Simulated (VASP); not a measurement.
SnS₂ (space group P6_3mc): computed properties

These are PBEsol GGA, VASP's PBE PAW potentials (set 64) (plane waves; VASP 6.6.1) values and carry that method's errors.

```json
{
  "space_group": "P6_3mc (186)",
  "cell": "a = b = 3.650 Å, c = 12.073 Å, α = β = 90.00°, γ = 120.00°",
  "volume_per_atom": "23.21 Å^3/atom",
  "band gap (over mesh and band path)": "1.25 eV",
  "smallest direct gap (over mesh and band path)": "1.47 eV",
  "band_gap_with_spin_orbit_coupling": "1.24 eV",
  "density": "4.36 g/cm³"
}
```

```cif
data_S4Sn2
_chemical_formula_sum 'Sn2 S4'
_space_group_name_H-M_alt 'P63mc'
_space_group_IT_number 186
_space_group_name_Hall 'P 6c -2c'
_cell_length_a 3.64951
_cell_length_b 3.64951
_cell_length_c 12.07286
_cell_angle_alpha 90.000
_cell_angle_beta 90.000
_cell_angle_gamma 120.000
loop_
_atom_site_label
_atom_site_type_symbol
_atom_site_symmetry_multiplicity
_atom_site_Wyckoff_symbol
_atom_site_fract_x
_atom_site_fract_y
_atom_site_fract_z
_atom_site_occupancy
Sn1 Sn 2 b 0.66667 0.33333 0.12502 1
S1 S 2 b 0.33333 0.66667 0.24717 1
S2 S 2 a 0.00000 0.00000 0.00281 1
```

Without a dispersion term in the relaxation, distances and binding between the weakly bound layers, chains or molecules are unreliable, and so is what depends on them. Unless said otherwise, spin-orbit coupling is left out, though it shifts the bands of the heavy elements here.

The structure comes from a computed database's SnS2 entry (P6_3mc); how it stands against other phases isn't given here. It was relaxed first. Symmetry was kept, so distortions that lower it aren't found.
